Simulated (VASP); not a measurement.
VASP input:

INCAR:
```
SYSTEM = HfN
PREC = Accurate
ENCUT = 520
EDIFF = 1E-6
NELM = 100
ALGO = Normal
LREAL = .FALSE.
LASPH = .TRUE.
ISMEAR = 1
SIGMA = 0.1
GGA = PE
LMAXMIX = 6
LWAVE = .FALSE.
LCHARG = .FALSE.
ISIF = 2
IBRION = 0
NSW = 3
TEBEG = 300
```

### POSCAR
```
HfN
1
    0.0000000000     2.2600000000     2.2600000000
    2.2600000000     0.0000000000     2.2600000000
    2.2600000000     2.2600000000     0.0000000000
Hf N
1 1
Direct
  0.0000000000   0.0000000000   0.0000000000
  0.5000000000   0.5000000000   0.5000000000
```

KPOINTS:
```
Automatic mesh
0
Gamma
11 11 11
0 0 0
```

POTCAR, in this order: Hf_pv N (PBE.64 set). Program: vasp_std.

What VASP printed:

### standard output
```
 POSCAR found type information on POSCAR HfN
 POSCAR found :  2 types and       2 ions
 Reading from existing POTCAR

 -----------------------------------------------------------------------------
|                                                                             |
|     EEEEEEE  RRRRRR   RRRRRR   OOOOOOO  RRRRRR      ###     ###     ###     |
|     E        R     R  R     R  O     O  R     R     ###     ###     ###     |
|     E        R     R  R     R  O     O  R     R     ###     ###     ###     |
|     EEEEE    RRRRRR   RRRRRR   O     O  RRRRRR       #       #       #      |
|     E        R   R    R   R    O     O  R   R                               |
|     E        R    R   R    R   O     O  R    R      ###     ###     ###     |
|     EEEEEEE  R     R  R     R  OOOOOOO  R     R     ###     ###     ###     |
|                                                                             |
|     Fatal error! IBRION=0, but no entry for POTIM on file INCAR. MUST       |
|     be specified!                                                           |
|                                                                             |
|       ---->  I REFUSE TO CONTINUE WITH THIS SICK JOB ... BYE!!! <----       |
|                                                                             |
 -----------------------------------------------------------------------------
```

Question: Read input and log: which fault does this run have?
A) NELM is too small, so the electronic loop ends before EDIFF is met
B) SIGMA is far too large
C) the Γ-only program was given a k-mesh
D) molecular dynamics (IBRION = 0) was asked for without POTIM

Answer: D, molecular dynamics (IBRION = 0) was asked for without POTIM. VASP stops with an error: Fatal error! IBRION=0, but no entry for POTIM on file INCAR. MUST be specified! ----> I REFUSE TO CONTINUE WITH THIS SICK JOB ... BYE!!! <----

To mend it, set POTIM to the time step in fs (1 to 2 fs suits most solids). The plain static run on this cell (PBE GGA, plane waves, VASP's PBE PAW potentials (set 64)) converges, and its OSZICAR ends with
```
   1 F= -.21749305E+02 E0= -.21749309E+02  d E =0.129098E-04
```

The compound is HfN in the rock salt structure. The cell was not relaxed at this level.
